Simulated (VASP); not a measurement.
An input for Ansatz (written as the equivalent of a VASP run, and not itself run):

Ansatz 0.2 input:
```yaml
crystal:
  lattice:
    - [0.0000000, 3.3304250, 3.3304250]
    - [3.3304250, 0.0000000, 3.3304250]
    - [3.3304250, 3.3304250, 0.0000000]
  atoms:
    - { symbol: Te, position: [0.0000000, 0.0000000, 0.0000000] }
    - { symbol: Pb, position: [0.5000000, 0.5000000, 0.5000000] }
kpoints:
  mp_grid: { grid: [2, 2, 2], shift: [0.5, 0.5, 0.5] }
hamiltonian:
  xc: pbesol
  pseudopotentials: { kind: paw }
scf:
  occupations: { method: gaussian, width: 0.01 }
  max_iter: 100
output: { forces: true, stress: true, eigenvalues: true }
```

### Question
Write the VASP files for the same calculation (PBEsol).

### Answer
This is not unique; one that fits is 
KPOINTS:
```
Automatic mesh
0
Gamma
2 2 2
0.5 0.5 0.5
```

INCAR:
```
# general
SYSTEM  = TePb
PREC    = Accurate
ENCUT   = 240
LREAL   = F   # projection in real space or not
LASPH   = T   # aspherical one-centre terms

# electronic loop
EDIFF   = 1E-03   # SCF stop (eV)
NELM    = 100
ALGO    = Normal   # blocked Davidson
LMAXMIX = 4   # l cut-off of mixed one-centre charges

# smearing
ISMEAR  = 0
SIGMA   = 0.01   # width (eV)

# functional
GGA     = PS   # PBEsol

# ions
ISIF    = 2   # forces and stress, cell fixed

# output
LWAVE   = F
LCHARG  = F
```

POSCAR:
```
TePb
1.0
  0.0000000000   3.3304250000   3.3304250000
  3.3304250000   0.0000000000   3.3304250000
  3.3304250000   3.3304250000   0.0000000000
Te Pb
1 1
Direct
  0.0000000000   0.0000000000   0.0000000000
  0.5000000000   0.5000000000   0.5000000000
```

POTCAR, in this order: Te Pb_d (PBE.64 set). Program: vasp_std.

Limits of the translation: each code has its own PAW files, so the cut-off isn't converted (ENCUT is set for VASP's; basis.ecutwfc is left out, and Ansatz then takes the one that its files recommend); Ansatz stops its SCF on the density residual and VASP on the energy change (EDIFF).

The structure comes from a computed database's TePb entry; how it stands against other phases isn't given here. The cell was not relaxed at this level. The k-mesh is coarse (spacing up to 0.82 per Å, 2π included), so the numbers may not be converged in it. The run is one of a series of settings (EDIFF = 1E-03, ENCUT = 240, KPOINTS 2×2×2 Γ-centred mesh shifted by (0.5, 0.5, 0.5) against the base run), some of them coarse on purpose.
